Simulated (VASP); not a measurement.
A run of VASP 6.6.1 is set up as follows.

INCAR

```
SYSTEM = Be3CdSe4
PREC = Accurate
ENCUT = 520
EDIFF = 1E-7
ISMEAR = 0
SIGMA = 0.03
LREAL = .FALSE.
LASPH = .TRUE.
NELM = 120
ALGO = Normal
ISIF = 3
LWAVE = .FALSE.
LCHARG = .FALSE.
GGA = PE
IBRION = 2
NSW = 60
EDIFFG = -0.005
POTIM = 0.3
KPAR = 4
```

Contents of KPOINTS:

```
Automatic mesh
0
G
  6 6 4
  0 0 0
```

The input POSCAR:

```
Be3CdSe4                                
1.0
    3.7901648464      0.0000000000      0.0000000000
    0.0000000000      3.7901648464      0.0000000000
    0.0000000000      0.0000000000     11.1761967576
  Be              Cd              Se            
     3     1     4
Direct
     0.5000000000000000    0.5000000000000000    0.2738923975413093
     0.5000000000000000    0.5000000000000000    0.7261076024586907
     0.0000000000000000    1.0000000000000000    0.5000000000000000
     0.0000000000000000    1.0000000000000000    1.0000000000000000
     0.5000000000000000    0.0000000000000000    0.3873191206999299
     0.0000000000000000    0.5000000000000000    0.6126808793000701
     0.5000000000000000    1.0000000000000000    0.8358039702939384
     0.0000000000000000    0.5000000000000000    0.1641960297060616
```

Potentials or basis: VASP PAW PBE potentials, release 64 (Be, Cd, Se).

Run with:

```console
$ cat potpaw_PBE.64/Be/POTCAR potpaw_PBE.64/Cd/POTCAR potpaw_PBE.64/Se/POTCAR > POTCAR
$ mpirun -np 4 vasp_std > vasp.out
```

Q: Predict the space group after relaxing (to 0.05 Å).

A: P-4m2 (No. 115).

Q: What does it give for the relaxed cell?

A: a = 3.789 Å, b = 3.789 Å, c = 11.176 Å, α = 90.00°, β = 90.00°, γ = 90.00°.

Forces on the atoms (eV/Å):
```
Be   0.000  0.000 -0.003
Be   0.000  0.000  0.003
Be   0.000  0.000  0.000
Cd   0.000  0.000  0.000
Se   0.000  0.000 -0.004
Se   0.000  0.000  0.004
Se   0.000  0.000  0.004
Se   0.000  0.000 -0.004
```
